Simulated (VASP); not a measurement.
Given:

```
CELL_PARAMETERS angstrom
      0.00000     2.75934     2.75934
      2.75934     0.00000     2.75934
      2.75934     2.75934     0.00000
ATOMIC_POSITIONS crystal
  Sn 0.50000 0.50000 0.50000
  P  0.00000 0.00000 0.00000
```

Method: PBEsol GGA with spin-orbit coupling, VASP's PBE PAW potentials (set 64) (plane waves; VASP 6.6.1). Numerical set-up: 400 eV cut-off, 10×10×10 Γ-centred mesh, Gaussian smearing of 0.050 eV, potentials Sn_d P.

Give the energies of bands 13 to 25 at the high-symmetry points, in eV from the Fermi level.

```
band      Γ      X      U      L      W
----  -----  -----  -----  -----  -----
13    -1.80  -6.47  -7.53  -8.97  -7.37
14    -1.80  -6.47  -7.53  -8.97  -7.37
15    -1.64  -5.42  -5.91  -1.05  -5.47
16    -1.64  -5.42  -5.91  -1.05  -5.47
17    -1.42  -3.85  -3.11  -1.03  -5.35
18    -1.42  -3.85  -3.11  -1.03  -5.35
19    -1.42  -3.68  -1.97   0.71   0.68
20    -1.42  -3.68  -1.97   0.71   0.68
21     5.40   2.20   4.04   1.10   2.27
22     5.42   2.20   4.04   1.10   2.27
23     5.52   7.50   4.89   1.33   5.45
24     5.52   7.50   4.89   1.33   5.45
25     5.52   7.96   6.58   2.68   5.47
```

It has no gap at this level: it comes out as a metal or semimetal.

The structure comes from a computed database's SnP entry (Fm-3m); how it stands against other phases isn't given here. It was relaxed first.
